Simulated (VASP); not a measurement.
All values below come from LDA (Ceperley-Alder, Perdew-Zunger), VASP's LDA PAW potentials (set 64) (plane waves; VASP 6.6.1).

VASP ran on this input.

### KPOINTS
```
Automatic mesh
0
Gamma
9 9 9
0 0 0
```

POSCAR:
```
AuAl2
1
    0.0000000000     2.8176979534     2.8176979534
    2.8176979534     0.0000000000     2.8176979534
    2.8176979534     2.8176979534     0.0000000000
Al Au
2 1
Direct
  0.2500000000   0.2500000000   0.2500000000
  0.7500000000   0.7500000000   0.7500000000
  0.0000000000   0.0000000000   0.0000000000
```

### INCAR
```
# general
SYSTEM   =  AuAl2
PREC     =  Accurate
ENCUT    =  500
LREAL    =  .FALSE.
LASPH    =  .TRUE.

# electronic loop
EDIFF    =  1E-6
NELM     =  100
ALGO     =  Normal
LMAXMIX  =  6

# smearing
ISMEAR   =  1
SIGMA    =  0.1

# ions
IBRION   =  2
NSW      =  40
ISIF     =  3
EDIFFG   =  -0.02
PSTRESS  =  450

# output
LWAVE    =  .FALSE.
LCHARG   =  .FALSE.
```

POTCAR, in this order: Al Au (LDA.64 set). Program: vasp_std.

The resulting files:

OSZICAR:
```
       N       E                     dE             d eps       ncg     rms          rms(c)
DAV:   1     0.599105142896E+02    0.59911E+02   -0.73316E+03   856   0.117E+03
DAV:   2    -0.135055078561E+02   -0.73416E+02   -0.68713E+02   916   0.213E+02
DAV:   3    -0.152228119574E+02   -0.17173E+01   -0.16932E+01  1080   0.323E+01
DAV:   4    -0.152341701339E+02   -0.11358E-01   -0.11355E-01   976   0.309E+00
DAV:   5    -0.152342932756E+02   -0.12314E-03   -0.12314E-03  1072   0.326E-01    0.117E+01
DAV:   6    -0.137772242475E+02    0.14571E+01   -0.64045E+00   960   0.293E+01    0.415E+00
DAV:   7    -0.136777075563E+02    0.99517E-01   -0.23157E-01   920   0.548E+00    0.216E+00
DAV:   8    -0.136278972954E+02    0.49810E-01   -0.22998E-02   980   0.119E+00    0.421E-01
DAV:   9    -0.136268290133E+02    0.10683E-02   -0.18758E-03  1004   0.493E-01    0.217E-01
DAV:  10    -0.136268649441E+02   -0.35931E-04   -0.11152E-04   972   0.112E-01    0.407E-02
DAV:  11    -0.136268573194E+02    0.76247E-05   -0.44079E-06  1012   0.160E-02    0.109E-02
DAV:  12    -0.136268573209E+02   -0.15232E-08   -0.15977E-07   556   0.380E-03
   1 F= -.10603312E+01 E0= -.10607440E+01  d E =-.106033E+01
       N       E                     dE             d eps       ncg     rms          rms(c)
DAV:   1    -0.172524633716E+02   -0.36256E+01   -0.10112E+02   932   0.120E+02    0.225E+01
DAV:   2    -0.105279225282E+02    0.67245E+01   -0.25906E+01   904   0.611E+01    0.496E+00
DAV:   3    -0.104109564797E+02    0.11697E+00   -0.63870E-01   940   0.843E+00    0.237E+00
DAV:   4    -0.103375840280E+02    0.73372E-01   -0.11916E-01   920   0.236E+00    0.533E-01
DAV:   5    -0.103385949577E+02   -0.10109E-02   -0.46179E-03   988   0.568E-01    0.301E-01
DAV:   6    -0.103393387376E+02   -0.74378E-03   -0.50948E-04   904   0.199E-01    0.384E-02
DAV:   7    -0.103393304890E+02    0.82487E-05   -0.44617E-05  1012   0.464E-02    0.106E-02
DAV:   8    -0.103393308349E+02   -0.34595E-06   -0.94375E-07   556   0.910E-03
   2 F= -.14052773E+00 E0= -.14031329E+00  d E =0.919804E+00
       N       E                     dE             d eps       ncg     rms          rms(c)
DAV:   1    -0.166728648740E+02   -0.63335E+01   -0.58540E+01   912   0.910E+01    0.149E+01
DAV:   2    -0.132425057147E+02    0.34304E+01   -0.11002E+01   892   0.403E+01    0.671E+00
DAV:   3    -0.131586215229E+02    0.83884E-01   -0.35552E-01   968   0.580E+00    0.453E+00
DAV:   4    -0.131185634517E+02    0.40058E-01   -0.70859E-02   880   0.209E+00    0.108E+00
DAV:   5    -0.131148515449E+02    0.37119E-02   -0.77873E-03   988   0.112E+00    0.225E-01
DAV:   6    -0.131147440683E+02    0.10748E-03   -0.15678E-03   900   0.404E-01    0.124E-01
DAV:   7    -0.131147566993E+02   -0.12631E-04   -0.81571E-05   976   0.917E-02    0.276E-02
DAV:   8    -0.131147568277E+02   -0.12843E-06   -0.32199E-06   944   0.122E-02
   3 F= -.11760039E+01 E0= -.11764188E+01  d E =-.115673E+00
       N       E                     dE             d eps       ncg     rms          rms(c)
DAV:   1    -0.130796046497E+02    0.35152E-01   -0.23078E-02   936   0.181E+00    0.234E-01
DAV:   2    -0.130780951215E+02    0.15095E-02   -0.54138E-03   920   0.948E-01    0.655E-02
DAV:   3    -0.130780705786E+02    0.24543E-04   -0.11491E-04   908   0.981E-02    0.413E-02
DAV:   4    -0.130780560656E+02    0.14513E-04   -0.35011E-05   876   0.376E-02    0.694E-03
DAV:   5    -0.130780555915E+02    0.47410E-06   -0.39622E-06   844   0.247E-02
   4 F= -.11764678E+01 E0= -.11768759E+01  d E =-.116137E+00
```

File OUTCAR:
```
------------------------ aborting loop because EDIFF is reached ----------------------------------------
  FORCE on cell =-STRESS in cart. coord.  units (eV):
  Direction    XX          YY          ZZ          XY          YZ          ZX
  --------------------------------------------------------------------------------------
  Total       11.8801616     11.8801616     11.8801616      0.0000000      0.0000000      0.0000000
  in kB      449.1898762    449.1898762    449.1898762      0.0000000      0.0000000      0.0000000
  external PRESSURE =      -0.8101238 kB  Pullay stress =     450.0000000 kB
  volume of cell :       42.37
      direct lattice vectors                 reciprocal lattice vectors
    -0.000000000  2.767096630  2.767096630    -0.180694810  0.180694810  0.180694810
     2.767096630 -0.000000000  2.767096630     0.180694810 -0.180694810  0.180694810
     2.767096630  2.767096630  0.000000000     0.180694810  0.180694810 -0.180694810
 POSITION                                       TOTAL-FORCE (eV/Angst)
 -----------------------------------------------------------------------------------
      1.38355      1.38355      1.38355         0.000000      0.000000      0.000000
      4.15064      4.15064      4.15064        -0.000000     -0.000000     -0.000000
      5.53419      5.53419      5.53419        -0.000000     -0.000000     -0.000000
 -----------------------------------------------------------------------------------
    total drift:                                0.000000     -0.000000      0.000000
  FREE ENERGIE OF THE ION-ELECTRON SYSTEM (eV)
  ---------------------------------------------------
  free  energy   TOTEN  =       -13.0780555915 eV

  energy  without entropy=      -13.0792798742  energy(sigma->0) =      -13.07846369
  enthalpy is  TOTEN    =        -1.1764678273 eV   P V=       11.9015877642

 reached required accuracy - stopping structural energy minimisation
```
(Selected blocks of OUTCAR.)

### CONTCAR
```
AuAl2
   1.00000000000000
    -0.0000000000000000    2.7670966303341937    2.7670966303341937
     2.7670966303341937   -0.0000000000000000    2.7670966303341937
     2.7670966303341937    2.7670966303341937    0.0000000000000000
  Al              Au
     2     1
Direct
     0.2500000000000000    0.2500000000000000    0.2500000000000000
     0.7500000000000000    0.7500000000000000    0.7500000000000000
     1.0000000000000000    1.0000000000000000    1.0000000000000000
```

**OUTCAR**
```
 val. band max:       10.6660651918   @ k =  -0.3333   0.2222   0.0000

 cond. band min:      10.7588312245   @ k =  -0.4444   0.1111   0.0000


 Fermi energy:        10.7314729403

 k-point     1 :       0.0000    0.0000    0.0000
  band No.  band energies     occupation
      1      -1.7078      2.00000
      2       2.6299      2.00000
      3       2.6299      2.00000
      4       2.6299      2.00000
      5       3.8635      2.00000
      6       3.8635      2.00000
      7      13.7537      0.00000
      8      13.7537      0.00000
      9      13.7537      0.00000
     10      14.7413      0.00000
     11      15.9080      0.00000
     12      15.9080      0.00000

 k-point     2 :       0.1111    0.0000    0.0000
  band No.  band energies     occupation
      1      -1.5123      2.00000
      2       2.5808      2.00000
      3       2.6839      2.00000
      4       2.6839      2.00000
      5       3.8513      2.00000
      6       3.8513      2.00000
      7      11.7975     -0.00000
      8      13.3355      0.00000
      9      13.3355      0.00000
     10      14.7567      0.00000
     11      16.4206      0.00000
     12      16.4206      0.00000

 k-point     3 :       0.2222    0.0000    0.0000
  band No.  band energies     occupation
      1      -0.9509      2.00000
      2       2.4847      2.00000
      3       2.8043      2.00000
      4       2.8043      2.00000
      5       3.8540      2.00000
      6       3.8540      2.00000
      7       9.1098      2.00000
      8      12.4834     -0.00000
      9      12.4834     -0.00000
     10      14.8356      0.00000
     11      16.0404      0.00000
     12      16.0404      0.00000

 k-point     4 :       0.3333    0.0000    0.0000
  band No.  band energies     occupation
      1      -0.1413      2.00000
      2       2.4983      2.00000
      3       2.8951      2.00000
      4       2.8951      2.00000
      5       3.9393      2.00000
      6       3.9393      2.00000
...
```

Energy and stress use the plane-wave basis of the starting cell. Unless said otherwise, spin-orbit coupling is left out, though it shifts the bands of the heavy elements here.

The compound is AuAl2 in the fluorite structure. This run relaxes it under an external pressure of 45 GPa. Symmetry was kept, so distortions that lower it aren't found. The electron count is odd and the run is not spin-polarised, which forces a metal.
